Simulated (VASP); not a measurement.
These are LDA (Ceperley-Alder, Perdew-Zunger), VASP's LDA PAW potentials (set 64) (plane waves; VASP) values and carry that method's errors.

VASP input:

POSCAR:
```
Na
1.0
 -2.1300000000   2.1300000000   2.1300000000
  2.1300000000  -2.1300000000   2.1300000000
  2.1300000000   2.1300000000  -2.1300000000
Na
1
Direct
  0.0000000000   0.0000000000   0.0000000000
```

KPOINTS:
```
Automatic mesh
0
Gamma
11 11 11
0 0 0
```

**INCAR**
```
SYSTEM = Na
PREC = Accurate
ENCUT = 400
EDIFF = 1E-6
NELM = 100
ALGO = Normal
LREAL = .FALSE.
LASPH = .TRUE.
ISMEAR = 1
SIGMA = 0.1
LWAVE = .FALSE.
LCHARG = .FALSE.
IBRION = 2
ISIF = 3
NSW = 60
EDIFFG = -0.01
```

POTCAR, in this order: Na_pv (LDA.64 set). Program: vasp_std.

Output

**OUTCAR**
```
 ion  position               nearest neighbor table
   1  0.000  0.000  0.000-
  LATTYP: Found a body centered cubic cell.
 ALAT       =     4.2600000000
 Subroutine PRICEL returns:
 Original cell was already a primitive cell.
 Subroutine GETGRP returns: Found 48 space group operations
The static configuration has the point symmetry O_h .
The dynamic configuration has the point symmetry O_h .
 Subroutine INISYM returns: Found 48 space group operations
 Subroutine IBZKPT returns following result:
 Found     56 irreducible k-points:

 Following reciprocal coordinates:
            Coordinates               Weight
  0.000000  0.000000  0.000000      1.000000
  0.090909  0.000000  0.000000     12.000000
  0.181818  0.000000  0.000000     12.000000
  0.272727  0.000000  0.000000     12.000000
  0.363636  0.000000  0.000000     12.000000
  0.454545  0.000000  0.000000     12.000000
  0.090909  0.090909  0.000000     24.000000
  0.181818  0.090909  0.000000     48.000000
  0.272727  0.090909  0.000000     48.000000
  0.363636  0.090909  0.000000     48.000000
  0.454545  0.090909 -0.000000     24.000000
  0.181818  0.181818  0.000000     24.000000
  0.272727  0.181818  0.000000     48.000000
  0.363636  0.181818  0.000000     48.000000
  0.272727  0.272727  0.000000     24.000000
  0.363636  0.272727  0.000000     24.000000
  0.090909  0.090909  0.090909      8.000000
  0.181818  0.090909  0.090909     24.000000
  0.272727  0.090909  0.090909     24.000000
  0.363636  0.090909  0.090909     24.000000
 -0.090909  0.090909  0.090909      6.000000
  0.181818  0.181818  0.090909     24.000000
  0.272727  0.181818  0.090909     48.000000
  0.363636  0.181818  0.090909     24.000000
 -0.181818  0.181818  0.090909     24.000000
  0.272727  0.272727  0.090909     24.000000
 -0.272727  0.272727  0.090909     24.000000
 -0.181818  0.272727  0.090909     24.000000
 -0.363636  0.363636  0.090909     24.000000
 -0.272727  0.363636  0.090909     48.000000
 -0.454545  0.454545  0.090909     24.000000
 -0.363636  0.454545  0.090909     48.000000
 -0.272727  0.454545  0.090909     24.000000
 -0.454545 -0.454545  0.090909     24.000000
 -0.363636 -0.454545  0.090909     48.000000
 -0.363636 -0.363636  0.090909      8.000000
  0.181818  0.181818  0.181818      8.000000
  0.272727  0.181818  0.181818     24.000000
 -0.181818  0.181818  0.181818      6.000000
  0.272727  0.272727  0.181818      8.000000
   k-points           NKPTS =     56   k-points in BZ     NKDIM =     56   number of bands    NBANDS=      7
   number of dos      NEDOS =    301   number of ions     NIONS =      1
   total plane-waves  NPLWV =  13824
   dimension x,y,z NGX =    24 NGY =   24 NGZ =   24
   dimension x,y,z NGXF=    48 NGYF=   48 NGZF=   48
   ions per type =               1
   PREC   = accura    normal or accurate (medium, high low for compatibility)
   ISTART =      0    job   : 0-new  1-cont  2-samecut
   ICHARG =      2    charge: 1-file 2-atom 10-const
   ISPIN  =      1    spin polarized calculation?
   LNONCOLLINEAR =      F non collinear calculations
   LSORBIT =      F    spin-orbit coupling
   INIWAV =      1    electr: 0-lowe 1-rand  2-diag
   ENCUT  =  400.0 eV  29.40 Ry    5.42 a.u.   6.02  6.02  6.02*2*pi/ulx,y,z
   NELM   =    100;   NELMIN=  2; NELMDL= -5     # of ELM steps
   EDIFF  = 0.1E-05   stopping-criterion for ELM
   LREAL  =      F    real-space projection
   NLSPLINE    = F    spline interpolate recip. space projectors
   LMAXMIX     =    2 max onsite mixed and CHGCAR
   VOSKOWN=      0    Vosko Wilk Nusair interpolation
...
```

OSZICAR:
```
       N       E                     dE             d eps       ncg     rms          rms(c)
DAV:   1     0.174359274294E+02    0.17436E+02   -0.34508E+03   805   0.666E+02
DAV:   2    -0.109518110264E+01   -0.18531E+02   -0.18530E+02   833   0.132E+02
DAV:   3    -0.143477978803E+01   -0.33960E+00   -0.33960E+00  1015   0.253E+01
DAV:   4    -0.143777575076E+01   -0.29960E-02   -0.29960E-02   994   0.206E+00
DAV:   5    -0.143780824626E+01   -0.32496E-04   -0.32495E-04  1036   0.175E-01    0.197E-01
DAV:   6    -0.143697665585E+01    0.83159E-03   -0.86668E-04   945   0.500E-01    0.131E-01
DAV:   7    -0.143657391558E+01    0.40274E-03   -0.13791E-03   826   0.523E-01    0.201E-02
DAV:   8    -0.143655760038E+01    0.16315E-04   -0.97222E-05   994   0.217E-01    0.353E-03
DAV:   9    -0.143655798757E+01   -0.38719E-06   -0.29912E-07   497   0.630E-03
   1 F= -.14365580E+01 E0= -.14364475E+01  d E =-.143656E+01
       N       E                     dE             d eps       ncg     rms          rms(c)
DAV:   1    -0.152017240371E+01   -0.83615E-01   -0.21790E+00   784   0.312E+01    0.174E+00
DAV:   2    -0.146760264643E+01    0.52570E-01   -0.61827E-02   784   0.518E+00    0.887E-01
DAV:   3    -0.144927583256E+01    0.18327E-01   -0.27019E-02   798   0.329E+00    0.901E-02
DAV:   4    -0.144805322601E+01    0.12226E-02   -0.92383E-04   784   0.690E-01    0.932E-03
DAV:   5    -0.144801874590E+01    0.34480E-04   -0.35794E-05   826   0.135E-01    0.350E-03
DAV:   6    -0.144801654925E+01    0.21967E-05   -0.97049E-07   399   0.231E-02    0.227E-04
DAV:   7    -0.144801653080E+01    0.18451E-07   -0.13573E-07   413   0.495E-03
   2 F= -.14480165E+01 E0= -.14478979E+01  d E =-.114585E-01
       N       E                     dE             d eps       ncg     rms          rms(c)
DAV:   1    -0.187188987677E+01   -0.42387E+00   -0.11673E+01   784   0.697E+01    0.418E+00
DAV:   2    -0.157160722909E+01    0.30028E+00   -0.38096E-01   784   0.130E+01    0.212E+00
DAV:   3    -0.146950686684E+01    0.10210E+00   -0.14339E-01   798   0.764E+00    0.248E-01
DAV:   4    -0.146248667108E+01    0.70202E-02   -0.39964E-03   791   0.146E+00    0.214E-02
DAV:   5    -0.146223708560E+01    0.24959E-03   -0.49751E-04   826   0.504E-01    0.918E-03
DAV:   6    -0.146223130080E+01    0.57848E-05   -0.70956E-06   924   0.416E-02    0.321E-04
DAV:   7    -0.146223116749E+01    0.13331E-06   -0.25583E-07   392   0.998E-03
   3 F= -.14622312E+01 E0= -.14620974E+01  d E =-.256732E-01
       N       E                     dE             d eps       ncg     rms          rms(c)
DAV:   1    -0.149128330545E+01   -0.29052E-01   -0.88390E-01   784   0.203E+01    0.109E+00
DAV:   2    -0.147039717020E+01    0.20886E-01   -0.24262E-02   784   0.329E+00    0.559E-01
DAV:   3    -0.146305675671E+01    0.73404E-02   -0.10900E-02   784   0.211E+00    0.550E-02
DAV:   4    -0.146257104834E+01    0.48571E-03   -0.39370E-04   798   0.455E-01    0.629E-03
DAV:   5    -0.146255830614E+01    0.12742E-04   -0.95885E-06   840   0.705E-02    0.229E-03
DAV:   6    -0.146255686933E+01    0.14368E-05   -0.10928E-06   413   0.247E-02    0.123E-04
DAV:   7    -0.146255686584E+01    0.34945E-08   -0.57919E-08   392   0.306E-03
   4 F= -.14625569E+01 E0= -.14624198E+01  d E =-.259989E-01
       N       E                     dE             d eps       ncg     rms          rms(c)
DAV:   1    -0.146424024847E+01   -0.16834E-02   -0.51627E-02   784   0.503E+00    0.258E-01
DAV:   2    -0.146306661655E+01    0.11736E-02   -0.13124E-03   784   0.765E-01    0.133E-01
DAV:   3    -0.146264783245E+01    0.41878E-03   -0.63455E-04   784   0.508E-01    0.120E-02
DAV:   4    -0.146262051349E+01    0.27319E-04   -0.25737E-05   798   0.116E-01    0.160E-03
DAV:   5    -0.146261996710E+01    0.54640E-06   -0.16818E-07   399   0.964E-03
   5 F= -.14626200E+01 E0= -.14624837E+01  d E =-.260620E-01
       N       E                     dE             d eps       ncg     rms          rms(c)
DAV:   1    -0.146261993480E+01    0.57869E-06   -0.10010E-05   784   0.682E-02    0.404E-03
DAV:   2    -0.146261964293E+01    0.29186E-06   -0.31919E-07   392   0.120E-02
   6 F= -.14626196E+01 E0= -.14624833E+01  d E =0.324162E-06
```

File OUTCAR:
```
------------------------ aborting loop because EDIFF is reached ----------------------------------------
  FORCE on cell =-STRESS in cart. coord.  units (eV):
  Direction    XX          YY          ZZ          XY          YZ          ZX
  --------------------------------------------------------------------------------------
  Total       -0.0008870     -0.0008870     -0.0008870      0.0000000     -0.0000000      0.0000000
  in kB       -0.0434333     -0.0434333     -0.0434333      0.0000000     -0.0000000      0.0000000
  external PRESSURE =      -0.0434333 kB  Pullay stress =       0.0000000 kB
  volume of cell :       32.72
      direct lattice vectors                 reciprocal lattice vectors
    -2.014915615  2.014915615  2.014915615     0.000000000  0.248149350  0.248149350
     2.014915615 -2.014915615  2.014915615     0.248149350  0.000000000  0.248149350
     2.014915615  2.014915615 -2.014915615     0.248149350  0.248149350  0.000000000
 POSITION                                       TOTAL-FORCE (eV/Angst)
 -----------------------------------------------------------------------------------
      2.01492      2.01492     -2.01492        -0.000000      0.000000     -0.000000
 -----------------------------------------------------------------------------------
    total drift:                                0.000000      0.000000     -0.000000
  FREE ENERGIE OF THE ION-ELECTRON SYSTEM (eV)
  ---------------------------------------------------
  free  energy   TOTEN  =        -1.4626196429 eV

  energy  without entropy=       -1.4622107008  energy(sigma->0) =       -1.46248333

 reached required accuracy - stopping structural energy minimisation
```
(Selected blocks of OUTCAR.)

File CONTCAR:
```
Na
   1.00000000000000
    -2.0149156151115362    2.0149156151115362    2.0149156151115362
     2.0149156151115362   -2.0149156151115362    2.0149156151115362
     2.0149156151115362    2.0149156151115362   -2.0149156151115362
  Na
     1
Direct
     0.0000000000000000    0.0000000000000000    1.0000000000000000
```

Energy and stress use the plane-wave basis of the starting cell.

The compound is Na in the bcc structure. This run relaxes it. Symmetry was kept, so distortions that lower it aren't found.
